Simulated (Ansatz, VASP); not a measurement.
# Te (Tellurium): VASP beside Ansatz, part 2 of 2

Wanted: the spread between two codes on one cell, functional and k mesh. The cell is taken from a series of runs on this material, whose earlier steps may have relaxed, scaled, displaced or heated it; both programs get it as it stands.

VASP 6.6.1 and Ansatz 0.2.0.

So far: Starting point; Ansatz: zone-centre phonons, PBEsol.

### 3. VASP: zone-centre phonons, PBEsol

Level of this step: PBEsol; plane waves and PAW (Te) (VASP).

The same cell, functional, mesh and smearing now go to VASP, with its own data sets.

Lines of VASP's logs that name or quote its potential files are left out, and so is its time.

INCAR reads:

```
SYSTEM = Te
PREC = Accurate
ENCUT = 500
EDIFF = 1E-08
NELM = 120
ISMEAR = 1
SIGMA = 0.2
LREAL = .FALSE.
ALGO = Normal
GGA = PS
NBANDS = 15
LORBIT = 11
LWAVE = .FALSE.
LCHARG = .FALSE.
ISIF = 2
IBRION = 8
LASPH = .TRUE.
GGA_COMPAT = .FALSE.
KPAR = 2
```

POSCAR reads:

```
Te
1.0
    4.3595017536      0.0000000000      0.0000000000
   -2.1797508768      3.7754392665      0.0000000000
    0.0000000000      0.0000000000      5.9145926151
Te
3
Direct
    0.2817986691      0.0000000000      0.3333333333
    0.0000000000      0.2817986691      0.6666666667
    0.7182013309      0.7182013309      0.0000000000
```

KPOINTS reads:

```
Automatic mesh
0
Gamma
12 12 8
0 0 0
```

The projector-augmented-wave data sets are Te (PBE family, release 64).

On the command line:

```
mpirun -np 2 vasp_std
```

Numbers of over 12 decimals in the logs are rounded to 6 here.

The program printed:

```text
[banner, memory and clock lines left out]
running    2 mpi-ranks, on    1 nodes
 distrk:  each k-point on    1 cores,    2 groups
 distr:  one band on    1 cores,    1 groups

 POSCAR found type information on POSCAR Te
 POSCAR found :  1 types and       3 ions
|                                                                             |
|               ----> ADVICE to this user running VASP <----                  |
|                                                                             |
|     You enforced a specific xc type in the INCAR file but a different       |
|     [... a line on the potential file left out ...]
|     I HOPE YOU KNOW WHAT YOU ARE DOING!                                     |
|                                                                             |

 LDA part: xc-table for (Slater+PW92), standard interpolation
 POSCAR, INCAR and KPOINTS ok, starting setup
 FFT: planning ... GRIDC
 FFT: planning ... GRID_SOFT
 FFT: planning ... GRID
 WAVECAR not read
 entering main loop
       N       E                     dE             d eps       ncg     rms          rms(c)
DAV:   1     0.716938302360E+02    0.71694E+02   -0.64383E+03  3930   0.935E+02
DAV:   2    -0.586366335139E+01   -0.77557E+02   -0.73644E+02  5272   0.140E+02
DAV:   3    -0.105219467705E+02   -0.46583E+01   -0.46306E+01  4623   0.388E+01
DAV:   4    -0.106021194992E+02   -0.80173E-01   -0.80159E-01  5718   0.598E+00
DAV:   5    -0.106033954402E+02   -0.12759E-02   -0.12759E-02  5122   0.670E-01    0.134E+01
DAV:   6    -0.105848033275E+02    0.18592E-01   -0.12945E-02  4931   0.686E-01    0.836E+00
DAV:   7    -0.105784744512E+02    0.63289E-02   -0.27187E-02  4448   0.982E-01    0.255E-01
DAV:   8    -0.105780350857E+02    0.43937E-03   -0.46921E-03  4497   0.392E-01    0.120E-01
DAV:   9    -0.105780500840E+02   -0.14998E-04   -0.12558E-04  5598   0.771E-02    0.814E-02
DAV:  10    -0.105780521549E+02   -0.20709E-05   -0.13317E-05  4977   0.236E-02    0.968E-03
DAV:  11    -0.105780502913E+02    0.18636E-05   -0.49145E-06  4854   0.133E-02    0.357E-03
DAV:  12    -0.105780504084E+02   -0.11715E-06   -0.41937E-07  5386   0.390E-03    0.170E-03
DAV:  13    -0.105780504008E+02    0.75743E-08   -0.50599E-08  4840   0.142E-03
   1 F= -.10578050E+02 E0= -.10579030E+02  d E =0.293944E-02
 Linear response reoptimize wavefunctions to high precision
DAV:   1    -0.105780504073E+02   -0.64960E-08   -0.40361E-09  5031   0.376E-04
DAV:   2    -0.105780504074E+02   -0.65370E-10   -0.65869E-10  2973   0.148E-04
 Linear response DOF=           3
 Linear response progress:
  Degree of freedom:   1/  3
       N       E                     dE             d eps       ncg     rms          rms(c)
RMM:   1    -0.461953894340E-01   -0.46195E-01    0.38404E-02 21762   0.104E+00
RMM:   2    -0.447663559568E-01    0.14290E-02   -0.23464E-03 15052   0.277E-01    0.100E-01
RMM:   3    -0.446985314945E-01    0.67824E-04   -0.85624E-05 15943   0.585E-02    0.690E-02
RMM:   4    -0.446365306644E-01    0.62001E-04   -0.22925E-05 16241   0.252E-02    0.157E-02
RMM:   5    -0.446397910645E-01   -0.32604E-05   -0.66156E-07 16459   0.577E-03    0.726E-03
RMM:   6    -0.446480659655E-01   -0.82749E-05   -0.35633E-07 16255   0.269E-03    0.133E-03
RMM:   7    -0.446472302351E-01    0.83573E-06    0.88234E-08 16650   0.675E-04    0.483E-04
RMM:   8    -0.446463430744E-01    0.88716E-06    0.13680E-07 16563   0.228E-04    0.138E-04
RMM:   9    -0.446464560925E-01   -0.11302E-06   -0.12956E-07 17156   0.638E-05    0.774E-05
RMM:  10    -0.446464374540E-01    0.18639E-07   -0.26142E-08 16656   0.337E-05    0.235E-05
RMM:  11    -0.446464323598E-01    0.50942E-08   -0.30988E-08 17573   0.180E-05    0.133E-05
 first order change of Fermi-energy   0.22926E+02
 force on displaced ion       1 direction 1 :  -2.626   0.000   0.000
 Linear response progress:
  Degree of freedom:   2/  3
       N       E                     dE             d eps       ncg     rms          rms(c)
RMM:   1    -0.473428679428E-01   -0.47343E-01    0.33208E-02 39785   0.104E+00
RMM:   2    -0.461137572793E-01    0.12291E-02   -0.23974E-03 27411   0.275E-01    0.751E-02
RMM:   3    -0.459835852152E-01    0.13017E-03   -0.10459E-04 28910   0.608E-02    0.496E-02
RMM:   4    -0.458999725649E-01    0.83613E-04   -0.33661E-05 29269   0.274E-02    0.143E-02
RMM:   5    -0.459060705777E-01   -0.60980E-05   -0.16076E-06 29814   0.688E-03    0.739E-03
RMM:   6    -0.459184150615E-01   -0.12344E-04   -0.30366E-07 29727   0.233E-03    0.104E-03
RMM:   7    -0.459180784279E-01    0.33663E-06    0.10481E-07 30567   0.485E-04    0.597E-04
RMM:   8    -0.459176818733E-01    0.39655E-06    0.72307E-08 30141   0.193E-04    0.975E-05
RMM:   9    -0.459177568345E-01   -0.74961E-07   -0.10645E-07 31287   0.526E-05    0.197E-05
RMM:  10    -0.459177428057E-01    0.14029E-07   -0.24012E-08 30789   0.242E-05    0.455E-06
RMM:  11    -0.459177533009E-01   -0.10495E-07   -0.22385E-08 32057   0.135E-05    0.352E-06
RMM:  12    -0.459177546132E-01   -0.13123E-08    0.67630E-09 24949   0.110E-05    0.467E-07
 first order change of Fermi-energy   0.58238E-04
 force on displaced ion       1 direction 2 :  -0.001  -2.386  -0.495
 Linear response progress:
  Degree of freedom:   3/  3
       N       E                     dE             d eps       ncg     rms          rms(c)
RMM:   1    -0.571898875947E-01   -0.57190E-01    0.45831E-02 41913   0.107E+00
RMM:   2    -0.544531106264E-01    0.27368E-02   -0.29578E-03 27510   0.300E-01    0.238E-01
RMM:   3    -0.542170704006E-01    0.23604E-03   -0.44937E-04 28740   0.910E-02    0.165E-01
RMM:   4    -0.541786339168E-01    0.38436E-04   -0.15438E-05 29237   0.235E-02    0.803E-02
RMM:   5    -0.541693862286E-01    0.92477E-05   -0.62010E-06 29687   0.138E-02    0.404E-03
RMM:   6    -0.541716878995E-01   -0.23017E-05   -0.30064E-07 29908   0.297E-03    0.262E-03
RMM:   7    -0.541738295293E-01   -0.21416E-05   -0.13103E-07 29757   0.119E-03    0.594E-04
RMM:   8    -0.541738945638E-01   -0.65034E-07    0.24531E-08 30662   0.319E-04    0.265E-04
RMM:   9    -0.541740924221E-01   -0.19786E-06   -0.74373E-08 29743   0.147E-04    0.459E-05
RMM:  10    -0.541741959946E-01   -0.10357E-06   -0.11431E-07 31496   0.493E-05    0.106E-05
RMM:  11    -0.541742096979E-01   -0.13703E-07   -0.15687E-08 31522   0.216E-05    0.405E-06
RMM:  12    -0.541742065968E-01    0.31011E-08   -0.22017E-09 29959   0.143E-05    0.111E-06
 first order change of Fermi-energy   0.25257E-04
 force on displaced ion       1 direction 3 :  -0.001  -0.494  -4.957
 Linear response finished
```

From OUTCAR (step 3):

```text
ion  position               nearest neighbor table
   1  0.282  0.000  0.333-   3 2.90   2 2.90   3 3.37   3 3.37   2 3.37   2 3.37
   2  0.000  0.282  0.667-   3 2.90   1 2.90   3 3.37   3 3.37   1 3.37   1 3.37
   3  0.718  0.718  0.000-   1 2.90   2 2.90   1 3.37   2 3.37   2 3.37   1 3.37

  LATTYP: Found a hexagonal cell.
 ALAT       =     4.3595017536
 C/A-ratio  =     1.3567129799

 Subroutine GETGRP returns: Found  6 space group operations
 (whereof  2 operations were pure point group operations)

The static configuration has the point symmetry C_2 .
 The point group associated with its full space group is D_3 .

 Found    131 irreducible k-points:

   k-points           NKPTS =    131   k-points in BZ     NKDIM =    131   number of bands    NBANDS=     15

   dimension x,y,z NGX =    32 NGY =   32 NGZ =   48
   dimension x,y,z NGXF=    64 NGYF=   64 NGZF=   96

   ENCUT  =  500.0 eV  36.75 Ry    6.06 a.u.   7.95  7.95 10.78*2*pi/ulx,y,z

   NELECT =      18.0000    total number of electrons

 k-points in reciprocal lattice and weights: Automatic mesh
   0.00000000  0.00000000  0.00000000       0.001
   0.08333333  0.00000000  0.00000000       0.005
   0.16666667  0.00000000  0.00000000       0.005
   0.25000000  0.00000000  0.00000000       0.005
   0.33333333 -0.00000000  0.00000000       0.005
   0.41666667  0.00000000  0.00000000       0.005
   0.50000000  0.00000000  0.00000000       0.003
   0.08333333  0.08333333  0.00000000       0.005
   0.16666667  0.08333333  0.00000000       0.010
[...]
0.33333333  0.25000000  0.50000000       0.010
   0.33333333  0.33333333  0.50000000       0.002

 average (electrostatic) potential at core
       1 -88.3982       2 -88.3982       3 -88.3982

  Total       -0.2028708     -0.2028708      0.0465854     -0.0000000      0.0000000     -0.0000000
  in kB       -3.3388815     -3.3388815      0.7667094     -0.0000000      0.0000000     -0.0000000
  external PRESSURE =      -1.9703512 kB  Pullay stress =       0.0000000 kB

  energy-cutoff  :      500.00
  volume of cell :       97.35
      direct lattice vectors                 reciprocal lattice vectors
     4.359501754  0.000000000  0.000000000     0.229384011  0.132434921  0.000000000
    -2.179750877  3.775439266  0.000000000     0.000000000  0.264869841  0.000000000
     0.000000000  0.000000000  5.914592615     0.000000000  0.000000000  0.169073352

 POSITION                                       TOTAL-FORCE (eV/Angst)
 -----------------------------------------------------------------------------------
      1.22850      0.00000      1.97153         0.018711     -0.000000     -0.000000
     -0.61425      1.06391      3.94306        -0.009356      0.016204      0.000000
      1.56550      2.71153      0.00000        -0.009356     -0.016204      0.000000
 -----------------------------------------------------------------------------------
    total drift:                                0.000000     -0.000000      0.000000

 Eigenvectors and eigenvalues of the dynamical matrix
 ----------------------------------------------------

   1 f  =    3.838571 THz    24.118454 2PiTHz  128.040954 cm-1    15.875048 meV
             X         Y         Z           dx          dy          dz
      1.228502  0.000000  1.971531     0.069658   -0.118470   -0.683253
     -0.614251  1.063914  3.943062    -0.137429   -0.001349    0.690300
      1.565500  2.711526  0.000000     0.067544    0.119433   -0.007047

   2 f  =    3.838571 THz    24.118454 2PiTHz  128.040954 cm-1    15.875048 meV
             X         Y         Z           dx          dy          dz
      1.228502  0.000000  1.971531    -0.118212   -0.069809   -0.402614
     -0.614251  1.063914  3.943062    -0.001092    0.137277   -0.390407
      1.565500  2.711526  0.000000     0.119690   -0.067695    0.793021

   3 f  =    2.933022 THz    18.428721 2PiTHz   97.835085 cm-1    12.129999 meV
             X         Y         Z           dx          dy          dz
      1.228502  0.000000  1.971531    -0.577350    0.000000    0.000000
     -0.614251  1.063914  3.943062     0.288675   -0.500000   -0.000000
      1.565500  2.711526  0.000000     0.288675    0.500000    0.000000

   4 f  =    2.673233 THz    16.796417 2PiTHz   89.169446 cm-1    11.055597 meV
             X         Y         Z           dx          dy          dz
      1.228502  0.000000  1.971531     0.000000   -0.577350    0.000110
     -0.614251  1.063914  3.943062     0.500000    0.288675    0.000110
      1.565500  2.711526  0.000000    -0.500000    0.288675    0.000110

   5 f  =    2.456027 THz    15.431671 2PiTHz   81.924235 cm-1    10.157306 meV
             X         Y         Z           dx          dy          dz
      1.228502  0.000000  1.971531     0.484105    0.281155   -0.097067
     -0.614251  1.063914  3.943062    -0.001837   -0.559826   -0.097187
      1.565500  2.711526  0.000000    -0.487177    0.281503    0.194254

   6 f  =    2.456027 THz    15.431671 2PiTHz   81.924235 cm-1    10.157306 meV
             X         Y         Z           dx          dy          dz
      1.228502  0.000000  1.971531    -0.279267    0.487377   -0.168264
     -0.614251  1.063914  3.943062     0.561713    0.001436    0.168194
      1.565500  2.711526  0.000000    -0.279615   -0.483904    0.000070

   7 f/i=    0.000509 THz     0.003198 2PiTHz    0.016978 cm-1     0.002105 meV
             X         Y         Z           dx          dy          dz
      1.228502  0.000000  1.971531     0.000000    0.000110    0.577350
     -0.614251  1.063914  3.943062    -0.000095   -0.000055    0.577350
      1.565500  2.711526  0.000000     0.000095   -0.000055    0.577350

   8 f/i=    0.008097 THz     0.050875 2PiTHz    0.270087 cm-1     0.033487 meV
             X         Y         Z           dx          dy          dz
      1.228502  0.000000  1.971531     0.562650   -0.136654   -0.000102
     -0.614251  1.063914  3.943062     0.560309   -0.138894   -0.000311
      1.565500  2.711526  0.000000     0.559540   -0.135747    0.000413

   9 f/i=    0.008097 THz     0.050875 2PiTHz    0.270087 cm-1     0.033487 meV
             X         Y         Z           dx          dy          dz
      1.228502  0.000000  1.971531    -0.137542   -0.559016   -0.000418
     -0.614251  1.063914  3.943062    -0.135303   -0.561357    0.000298
      1.565500  2.711526  0.000000    -0.138449   -0.562126    0.000121

 ELASTIC MODULI CONTR FROM IONIC RELAXATION (kBar)
 Direction    XX          YY          ZZ          XY          YZ          ZX
 --------------------------------------------------------------------------------
 XX        -188.5981    -41.2521   -197.9915     -0.0000   -108.8953     -0.0000
 YY         -41.2521   -188.5981   -197.9915      0.0000    108.8953      0.0000
 ZZ        -197.9915   -197.9915   -341.0973     -0.0000      0.0000     -0.0000
 XY          -0.0000      0.0000     -0.0000    -73.9501     -0.0000   -106.5361
 YZ        -108.8953    108.8953      0.0000     -0.0000   -176.4836     -0.0000
 ZX          -0.0000      0.0000     -0.0000   -106.5361     -0.0000   -170.5221
 --------------------------------------------------------------------------------
```

The gap is under twice the smearing width, so the edge states are partly filled and the run can't tell a small gap from a semimetal. Methfessel-Paxton smearing is not meant for a cell with a gap.

### 4. Differences

Known differences besides the potentials themselves: the data sets hold 48 valence electrons in Ansatz (on its PAW soft_1 files) and 18 in VASP; the cutoff is 420 eV in Ansatz and 500 eV in VASP; Ansatz makes its cores anew for this functional, VASP keeps those of its PBE data sets. Total energies have different zeros and are not compared.

Both answers:

| quantity | Ansatz | VASP | difference |
| --- | --- | --- | --- |
| optical mode 1 to 2 (cm⁻¹) | 81.8 | 81.9 | -0.18 % |
| optical mode 3 (cm⁻¹) | 89.0 | 89.2 | -0.13 % |
| optical mode 4 (cm⁻¹) | 99.3 | 97.8 | +1.52 % |
| optical mode 5 to 6 (cm⁻¹) | 127.1 | 128.0 | -0.72 % |

Modes are paired by rising frequency, not by their patterns, so a pair may set unlike modes beside each other; they are those without the splitting of longitudinal modes.

### 5. Results

| Quantity | Value |
| --- | --- |
| r.m.s. difference of the optical zone-centre modes, each program's sorted by frequency (zone-centre phonons, PBEsol) | 0.81 cm⁻¹ |
| difference in optical mode 4 (zone-centre phonons, PBEsol) | +1.5 % |

The r.m.s. difference of the optical zone-centre modes, each program's sorted by frequency is 0.81 cm⁻¹ (zone-centre phonons, PBEsol). The data sets hold unlike numbers of valence electrons (48 in Ansatz and 18 in VASP), so part of the differences comes from the potentials. Among the rows given in per cent, the largest difference of the zone-centre phonons, PBEsol pair is in optical mode 4, +1.5 %. How closely two codes agree says nothing of how well the functional describes the real material.

[Lines on the potential files, build, host, timing and source positions are cut from VASP's logs without a mark.]

[Logs are printed without paths, hosts, clocks, repeated set-up lines and the standing remarks that a program may print on its own settings, such as how far it seeks lower states.]

[Hosts, paths, dates, database ids (printed as entryN), source tags and the programs' standing remarks are cut or masked in the printed files.]
